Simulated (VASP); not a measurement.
All values below come from PBE GGA, VASP's PBE PAW potentials (set 64) (plane waves; VASP).

The input files of a VASP run:

File POSCAR:
```
PbSe
1
    0.0000000000     3.1063353715     3.1063353715
    3.1063353715     0.0000000000     3.1063353715
    3.1063353715     3.1063353715    -0.0000000000
Pb Se
1 1
Direct
  0.0000000000   0.0000000000   0.0000000000
  0.5000000000   0.5000000000   0.5000000000
```

KPOINTS:
```
kpoints
0
G
 7 7 7
```

### INCAR
```
# general
SYSTEM  = PbSe
PREC    = Accurate
ENCUT   = 400
LREAL   = .FALSE.
LASPH   = .TRUE.

# electronic loop
EDIFF   = 1E-6
NELM    = 100
ALGO    = Normal
LMAXMIX = 4

# smearing
ISMEAR  = 0
SIGMA   = 0.05

# functional
GGA     = PE

# ions
IBRION  = 2
NSW     = 60
ISIF    = 3
EDIFFG  = -0.01

# output
LWAVE   = .FALSE.
LCHARG  = .FALSE.
```

POTCAR, in this order: Pb_d Se (PBE.64 set). Program: vasp_std.

Problem. What will the output report for the number of irreducible k-points (NKPTS), number of bands (NBANDS), largest plane-wave count, number of space-group operations, FFT grid (NGX, NGY, NGZ)?

Solution. 
```
Item                                           Value
--------------------------------------  ------------
number of irreducible k-points (NKPTS)            20
number of bands (NBANDS)                          14
largest plane-wave count                        1102
number of space-group operations                  48
FFT grid (NGX, NGY, NGZ)                30 × 30 × 30
```

The compound is PbSe in the rock salt structure. It was relaxed first. The start is the result of an earlier pass.
